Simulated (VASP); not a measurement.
A VASP calculation is set up with these files.

### KPOINTS
```
Automatic mesh
0
Gamma
9 9 9
0 0 0
```

File POSCAR:
```
AlN
1
    0.0000000000     2.1311120000     2.1311120000
    2.1311120000     0.0000000000     2.1311120000
    2.1311120000     2.1311120000     0.0000000000
Al N
1 1
Direct
  0.0000000000   0.0000000000   0.0000000000
  0.7500000000   0.7500000000   0.7500000000
```

**INCAR**
```
# general
SYSTEM=AlN
PREC  =Accurate
ENCUT =400
LREAL =.FALSE.   # projection in real space or not
LASPH =.TRUE.   # aspherical one-centre terms

# electronic loop
EDIFF =1E-6
NELM  =100   # most electronic steps
ALGO  =Normal

# smearing
ISMEAR=0
SIGMA =0.01   # width (eV)

# functional
GGA   =PE   # PBE

# ions
ISIF  =2   # forces and stress, cell fixed

# output
LWAVE =.FALSE.
LCHARG=.FALSE.
```

POTCAR, in this order: Al N (PBE.64 set). Program: vasp_std.

Problem. Translate this PBE calculation to Ansatz.

Solution. One equivalent input (not run):
Ansatz 0.2 input:
```yaml
crystal:
  lattice:
    - [0.0000000, 2.1311120, 2.1311120]
    - [2.1311120, 0.0000000, 2.1311120]
    - [2.1311120, 2.1311120, 0.0000000]
  atoms:
    - { symbol: Al, position: [0.0000000, 0.0000000, 0.0000000] }
    - { symbol: N, position: [0.7500000, 0.7500000, 0.7500000] }
kpoints:
  mp_grid: { grid: [9, 9, 9] }
hamiltonian:
  xc: pbe
  pseudopotentials: { kind: paw }
scf:
  occupations: { method: gaussian, width: 0.01 }
  max_iter: 100
output: { forces: true, stress: true, eigenvalues: true }
```
The two are equivalent in intent, not identical: each code has its own PAW files, so the cut-off isn't converted (ENCUT is set for VASP's; basis.ecutwfc is left out, and Ansatz then takes the one that its files recommend); Ansatz stops its SCF on the density residual and VASP on the energy change (EDIFF).

The structure comes from a computed database's AlN entry; how it stands against other phases isn't given here. The cell was not relaxed at this level, and its volume differs by -5.9 % from the start's.
